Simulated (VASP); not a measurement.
LiSb2: equation of state with PBE

Crystal: LiSb2.

```xyz
3
Lattice="-2.0478 2.0478 4.8482 2.0478 -2.0478 4.8482 2.0478 2.0478 -4.8482" Properties=species:S:1:pos:R:3 pbc="T T T"
Li    0.0000    0.0000    4.8482
Sb    0.0000    0.0000    1.9138
Sb    0.0000    0.0000    7.7826
```

The cell was built by a generator and needn't be a form met in nature.

```json
{
 "Program": "VASP 6.6.1",
 "Task": "equation of state",
 "Functional": "PBE",
 "Potentials or basis": "VASP PAW PBE potentials, release 64 (Li_sv, Sb)",
 "Cutoff": "520 eV",
 "k mesh": "9 × 9 × 9",
 "Occupations": "fermi-dirac, width 0.05 eV",
 "Spin": "no spin polarisation",
 "Further INCAR settings": "ALGO = Normal; EDIFF = 1e-07; NBANDS = 14"
}
```

```
Equilibrium volume                        : 27.09 Å³/atom
Bulk modulus at fixed shape and positions : 41 GPa
Pressure derivative of the bulk modulus   : 4.4
```

Energy against volume, from the lowest point:
```tsv
volume (Å³/atom)	energy (meV/atom)
25.481	13.59
26.023	5.75
26.565	1.34
27.107	0.00
27.649	1.42
28.192	5.32
28.734	11.43
```

All runs of the series together: 7.5 min on 1 thread of Intel(R) Xeon(R) 6975P-C (Granite Rapids) (shared host).

Caveat: the cutoff is under 1.25 times the usual one of these potentials, so pressure, stress and relaxed cells hold a basis-set (Pulay) error; the cell was scaled at fixed shape and fractional positions, which overstates the stiffness of a crystal with free parameters, most of all of layers and chains. The run has no spin-orbit coupling, so splittings on Sb are missing.
